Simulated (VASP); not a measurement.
```xyz
6
Lattice="4.1559 0.0000 -0.0084 0.0000 7.2494 0.0000 -1.5554 0.0000 3.8649" Properties=species:S:1:pos:R:3 pbc="T T T"
Ag    -0.9400     1.8124     3.4694
Ag     3.5405     5.4371     0.3870
Ag     1.3002     0.0000     1.9282
Ag     1.3002     3.6247     1.9282
S      2.6000     1.8124     1.0749
S      0.0004     5.4371     2.7816
```

All values below come from PBEsol GGA, VASP's PBE PAW potentials (set 64) (plane waves; VASP). Numerical set-up: 400 eV cut-off, Gaussian smearing of 0.050 eV, potentials Ag S.

Give the energies of bands 19 to 32 at the high-symmetry points, in eV from the valence-band maximum.

| band | Γ | Z | D | B | A | E | C2 | Y2 |
|---|---|---|---|---|---|---|---|---|
| 19 | -3.15 | -3.19 | -3.25 | -3.33 | -3.30 | -3.27 | -3.23 | -3.32 |
| 20 | -3.12 | -3.19 | -3.25 | -3.30 | -3.28 | -3.27 | -3.23 | -3.30 |
| 21 | -2.80 | -2.98 | -3.13 | -3.18 | -3.09 | -3.25 | -3.12 | -3.19 |
| 22 | -2.67 | -2.98 | -3.13 | -3.14 | -2.68 | -3.25 | -3.12 | -3.13 |
| 23 | -2.53 | -2.86 | -2.62 | -2.74 | -2.65 | -2.49 | -2.62 | -2.72 |
| 24 | -2.29 | -2.86 | -2.62 | -2.06 | -2.52 | -2.49 | -2.62 | -2.09 |
| 25 | -1.10 | -0.42 | -1.28 | -1.85 | -2.30 | -1.41 | -1.26 | -1.89 |
| 26 | -0.86 | -0.42 | -1.28 | -1.48 | -2.29 | -1.41 | -1.26 | -1.44 |
| 27 | -0.46 | -0.19 | -0.32 | -0.53 | -0.74 | -1.35 | -0.30 | -0.50 |
| 28 | 0.00 | -0.19 | -0.32 | -0.11 | -0.50 | -1.35 | -0.30 | -0.13 |
| 29 | 0.99 | 1.81 | 1.49 | 2.16 | 1.32 | 2.36 | 1.45 | 2.26 |
| 30 | 1.54 | 1.81 | 1.49 | 2.56 | 2.30 | 2.36 | 1.45 | 2.52 |
| 31 | 4.79 | 4.28 | 4.57 | 3.26 | 2.40 | 3.68 | 4.54 | 3.36 |
| 32 | 5.33 | 4.28 | 4.57 | 4.35 | 5.50 | 3.68 | 4.54 | 4.21 |

The gap is direct, 0.99 eV, from the valence maximum at Γ to the conduction minimum at Γ.

The structure comes from a computed database's Ag2S entry (P2_1/m); how it stands against other phases isn't given here. It was relaxed first, which changed the volume by -5 %.
